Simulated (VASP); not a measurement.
Data:

```
MgI2
1.0
    2.07314    -3.59078     0.00000
    2.07314     3.59078     0.00000
    0.00000     0.00000     6.92020
Mg I
1 2
Direct
  0.00000   0.00000   0.00000
  0.33333   0.66667   0.24251
  0.66667   0.33333   0.75749
```

These are vdW-DF-cx, VASP's PBE PAW potentials (set 64) (plane waves; VASP 6.6.1) values and carry that method's errors. Run with 520 eV cut-off, 7×7×4 Γ-centred mesh, tetrahedra with Blöchl corrections, potentials Mg I.

The cores are frozen, which limits the accuracy of field gradients.

Q: Give the principal components of the electric field gradient (V/Å²) and the asymmetry η at each nucleus.

A: 
```tsv
atom	Vxx	Vyy	Vzz	η
Mg1	-0.1	-0.1	0.1	-
I2	18.6	18.6	-37.1	0.00
I3	18.6	18.6	-37.1	0.00
```

The compound is MgI2 in the 1T layered structure. It was relaxed first.
